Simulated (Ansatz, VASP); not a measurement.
# GaAs: VASP beside Ansatz, part 2 of 2

Wanted: the spread between two codes on one cell, functional and k mesh. The cell is taken from a series of runs on this material, whose earlier steps may have relaxed, scaled, displaced or heated it; both programs get it as it stands.

VASP 6.6.1 and Ansatz 0.2.0.

So far: The structure; VASP: relaxation of cell and atoms, LDA; Ansatz: relaxation of cell and atoms, LDA; Side by side.

### 5. VASP: zone-centre phonons, LDA

Level of this step: LDA; plane waves and PAW (Ga_d, As) (VASP).

Second derivatives magnify differences that forces hide, and they need a tight electronic threshold.

The input, INCAR:

```
SYSTEM = GaAs
PREC = Accurate
ENCUT = 500
EDIFF = 1E-08
NELM = 120
ISMEAR = 0
SIGMA = 0.01
LREAL = .FALSE.
ALGO = Normal
GGA = CA
NBANDS = 15
LORBIT = 11
LWAVE = .FALSE.
LCHARG = .FALSE.
ISIF = 2
IBRION = 8
LEPSILON = .TRUE.
LASPH = .TRUE.
GGA_COMPAT = .FALSE.
EFERMI = MIDGAP
KPAR = 2
```

The input, POSCAR:

```
GaAs
1.0
   -2.8015501385      0.0000000000      2.8015501385
    0.0000000000      2.8015501385      2.8015501385
   -2.8015501385      2.8015501385      0.0000000000
Ga As
1 1
Direct
    0.0000000000      0.0000000000      0.0000000000
    0.2500000000      0.2500000000      0.2500000000
```

The input, KPOINTS:

```
Automatic mesh
0
Gamma
12 12 12
0 0 0
```

The projector-augmented-wave data sets are Ga_d and As (LDA family, release 64).

Run with:

```sh
$ mpirun -np 2 vasp_std
```

Numbers of over 12 decimals in the logs are rounded to 6 here.

Output:

```text
[... set-up lines as in an earlier step ...]
 entering main loop
       N       E                     dE             d eps       ncg     rms          rms(c)
DAV:   1     0.788479960864E+02    0.78848E+02   -0.89081E+03  2215   0.161E+03
DAV:   2    -0.352173745849E+01   -0.82370E+02   -0.79016E+02  2405   0.306E+02
DAV:   3    -0.977552195796E+01   -0.62538E+01   -0.62282E+01  2685   0.677E+01
DAV:   4    -0.987518479008E+01   -0.99663E-01   -0.99633E-01  2491   0.951E+00
[...]
DAV:  11    -0.964195853497E+01   -0.47630E-05   -0.66661E-06  2545   0.405E-02    0.245E-03
DAV:  12    -0.964195841971E+01    0.11527E-06   -0.47705E-07  3112   0.101E-02    0.195E-03
DAV:  13    -0.964195842021E+01   -0.50568E-09   -0.68925E-08  2700   0.211E-03
   1 F= -.96419584E+01 E0= -.96419584E+01  d E =0.000000E+00
 Linear response reoptimize wavefunctions to high precision
DAV:   1    -0.964195842042E+01   -0.21146E-09   -0.12152E-09  2078   0.296E-04
DAV:   2    -0.964195842041E+01    0.10914E-10   -0.10420E-10  1563   0.106E-04
 Linear response G [H, r] |phi>, progress :
  Direction:   1
[...]
RMM:  15    -0.165597090481E+00   -0.17085E-08    0.71146E-08 14280   0.182E-05    0.897E-08
 first order change of Fermi-energy   0.10492E+01
 force on displaced ion       1 direction 1 :  -9.773  -0.000  -0.000
 Born effective charge ion    1 direction 1 :   2.046   0.000   0.000
 Linear response progress:
  Degree of freedom:   2/  2
       N       E                     dE             d eps       ncg     rms          rms(c)
RMM:   1    -0.451722270838E-01   -0.45172E-01    0.60995E-02 18824   0.154E+00
RMM:   2    -0.444156282933E-01    0.75660E-03   -0.42901E-03 15030   0.411E-01    0.828E-02
RMM:   3    -0.443769908368E-01    0.38637E-04   -0.37964E-04 16799   0.131E-01    0.455E-02
RMM:   4    -0.445349029109E-01   -0.15791E-03   -0.34452E-05 16667   0.573E-02    0.410E-03
[...]
RMM:   9    -0.445268330853E-01    0.86060E-07   -0.88692E-10 17619   0.248E-04    0.146E-05
RMM:  10    -0.445267597578E-01    0.73328E-07    0.15583E-09 16794   0.942E-05    0.451E-06
RMM:  11    -0.445267574736E-01    0.22842E-08   -0.51916E-10 16882   0.375E-05    0.143E-06
 first order change of Fermi-energy  -0.10501E+01
 force on displaced ion       2 direction 1 :  -9.723   0.000   0.000
 Born effective charge ion    2 direction 1 :  -2.110   0.000   0.000
 Born effective charges drift removed
 Linear response finished
```

From OUTCAR (step 5):

```text
  Total        0.0881566      0.0881566      0.0881566      0.0000000     -0.0000000      0.0000000
  in kB        3.2117395      3.2117395      3.2117395      0.0000000     -0.0000000      0.0000000
  external PRESSURE =       3.2117395 kB  Pullay stress =       0.0000000 kB

 POSITION                                       TOTAL-FORCE (eV/Angst)
 -----------------------------------------------------------------------------------
      0.00000      0.00000      0.00000         0.000000      0.000000      0.000000
     -1.40078      1.40078      1.40078        -0.000000     -0.000000     -0.000000
 -----------------------------------------------------------------------------------
    total drift:                                0.000001     -0.000001     -0.000000

 MACROSCOPIC STATIC DIELECTRIC TENSOR (including local field effects in DFT)
 ------------------------------------------------------
          17.628782     0.000000     0.000000
           0.000000    17.628782     0.000000
           0.000000     0.000000    17.628782
 ------------------------------------------------------

 MACROSCOPIC STATIC DIELECTRIC TENSOR IONIC CONTRIBUTION
 ------------------------------------------------------
           1.813910     0.000000     0.000000
           0.000000     1.813910    -0.000000
           0.000000    -0.000000     1.813910
 ------------------------------------------------------

[... 1 part as in an earlier step ...]

[... 1 further part left out ...]
```

With a direct gap this small, the dielectric response converges slowly with the mesh, so tensor and charges are uncertain; a mesh that holds the point of the least gap tends to give too large a tensor.

### 6. Ansatz: zone-centre phonons, LDA

The same cell, functional (in two slightly different forms) and mesh now go to Ansatz, which takes its cutoff from its data sets.

The cell is taken from a series of runs on this material, whose earlier steps may have relaxed, scaled, displaced or heated it; both programs get it as it stands.

The input, input.yaml:

```yaml
crystal:
  lattice:
    - [-2.8015501385, 0.0, 2.8015501385]
    - [0.0, 2.8015501385, 2.8015501385]
    - [-2.8015501385, 2.8015501385, 0.0]
  atoms:
    - { symbol: Ga, position: [0.0, 0.0, 0.0] }
    - { symbol: As, position: [0.25, 0.25, 0.25] }
kpoints:
  mp_grid: { grid: [12, 12, 12] }
hamiltonian:
  xc: lda
scf:
  occupations: { method: fixed }
output:
  eigenvalues: true
phonons:
  method: dfpt
  qmesh: [2, 2, 2]
  temperatures: { t_max: 1000, t_step: 50 }
  qpath:
    path:
      - [[0.0, 0.0, 0.0], [0.0, 0.5, 0.5], [0.0, 0.625, 0.375]]
      - [[-0.375, 0.375, 0.0], [0.0, 0.0, 0.0], [0.0, 0.5, 0.0], [-0.25, 0.5, 0.25], [0.0, 0.5, 0.5]]
    npoints: 12
```

Run with:

```sh
$ ansatz run input.yaml --threads 4 --pin off --max-ram 17408MiB --backend cpu --events-out ev --progress --plain --runs-dir out
```

Output:

```text
[...]
largest difference from the sums on the solved wave vectors: F 6.59e-2 eV, S 9.82e-5 and C_V 3.23e-5 eV/K
  zero-point energy: 0.067723 eV/cell   skipped modes (ω ≤ 0): 3   left out of the sums: 6.25e-5 of the cell's modes: C_V's classical limit lies that fraction below 3 k_B per atom; for a crystal, a wire or a layer, F and S can be off by more, and a phonons.interpolated_qmesh denser along its periods is the remedy for the sampling
[key lines of the parts left out:]
SCF converged after 8 iterations
Free energy (F): -8481.297562 eV
Fermi energy:    8.240040 eV
```

### 7. Differences

What differs besides the data sets and the points named for the pairs above, as far as they apply: VASP's run holds the zone centre alone; VASP's response is taken on the typed mesh, Ansatz refines its own for the field response alone; the data sets hold 28 valence electrons in Ansatz (on its default PAW (the set named soft_2) files) and 18 in VASP. Total energies have different zeros and are not compared.

The two programs side by side:

```csv
quantity,Ansatz,VASP,difference
ε∞ xx,14.00,17.63,-20.58 %
ε∞ yy,14.00,17.63,-20.58 %
ε∞ zz,14.00,17.63,-20.58 %
Born charge of Ga1 (mean of the diagonal) (e),2.06,2.07,-0.01
Born charge of As2 (mean of the diagonal) (e),-2.06,-2.07,+0.01
optical mode 1 to 3 (cm⁻¹),268.7,270.9,-0.82 %
```

Modes are paired by rising frequency, not by their patterns, so a pair may set unlike modes beside each other; they are those without the splitting of longitudinal modes.

### 8. Outcome

```yaml
difference_in_volume_relaxation_of_cell_and_atoms_lda: -0.43 %
difference_in_eps_infinity_xx_zone_centre_phonons_lda: -21 %
```

What this shows: The difference in ε∞ xx is -21 % (zone-centre phonons, LDA), beyond the 5 % picked in this series as the mark of a large difference. The data sets hold unlike numbers of valence electrons (28 in Ansatz and 18 in VASP), so part of the differences comes from the potentials. What causes the difference of the zone-centre phonons, LDA pair stays open here. 1 further run of this series is not shown here. How closely two codes agree says nothing of how well the functional describes the real material.

[Lines on the potential files, build, host, timing and source positions are cut from VASP's logs without a mark.]

[Logs are printed without paths, hosts, clocks, repeated set-up lines and the standing remarks that a program may print on its own settings, such as how far it seeks lower states.]

[Hosts, paths, dates, database ids (printed as entryN), source tags and the programs' standing remarks are cut or masked in the printed files.]
